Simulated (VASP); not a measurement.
TaAs: work function with BLYP

Slab: TaAs, a slab with vacuum.

```xyz
8
Lattice="3.4436 0.0000 0.0000 0.0000 3.4436 0.0000 0.0000 0.0000 24.7721" Properties=species:S:1:pos:R:3 pbc="T T T"
Ta    1.7218    1.7218    7.5000
Ta    0.0000    1.7218   10.4340
Ta    0.0000    0.0000   13.3679
Ta    1.7218    0.0000   16.3019
As    0.0000    0.0000    8.4701
As    1.7218    0.0000   11.4041
As    1.7218    1.7218   14.3381
As    0.0000    1.7218   17.2721
```

- Program: VASP 6.6.1
- Task: work function
- Functional: BLYP
- Potentials or basis: VASP PAW PBE potentials, release 64 (Ta_pv, As)
- Cutoff: 520 eV
- k mesh: 6 × 6 × 1
- Occupations: fermi-dirac, width 0.05 eV
- Spin: no spin polarisation
- Dipole correction: yes
- Further INCAR settings: ALGO = Fast; EDIFF = 1e-06

The largest force is 1.115 eV/Å. The band gap on the k mesh is none (metal or under the smearing width) and the work function of the upper face is 4.70 eV. The work function of the lower face is 4.12 eV.

Forces on the atoms (eV/Å):
```
Ta   0.000  0.000  0.431
Ta   0.000  0.000 -0.166
Ta   0.000  0.000 -0.287
Ta   0.000  0.000  0.040
As   0.000  0.000 -1.115
As   0.000  0.000  0.118
As   0.000  0.000  0.071
As   0.000  0.000  0.907
```

Levels at points of the mesh, in eV from the Fermi level:
```
           k point  band 28  band 29  band 30  band 31  band 32  band 33  band 34  band 35
(0.00, 0.00, 0.00)    -1.75    -1.21    -1.20    -0.49    -0.40    -0.23     1.06     1.28
(0.50, 0.00, 0.00)    -1.71    -1.36    -1.05    -0.06     0.19     0.20     0.71     0.85
(0.00, 0.50, 0.00)    -1.60    -0.77    -0.75    -0.12     0.06     0.17     0.28     0.32
(0.50, 0.50, 0.00)    -1.27    -1.18    -0.82    -0.81     0.88     0.88     1.47     2.30
```

Wall time 7.5 min on 1 thread of Intel(R) Xeon(R) Platinum 8488C (Sapphire Rapids), with other jobs on the host, peak memory 0.45 GiB.

Caveat: the PAW data sets were made with another functional, which shifts forces and pressure a little. Spin-orbit coupling is left out, which matters for the levels of Ta.
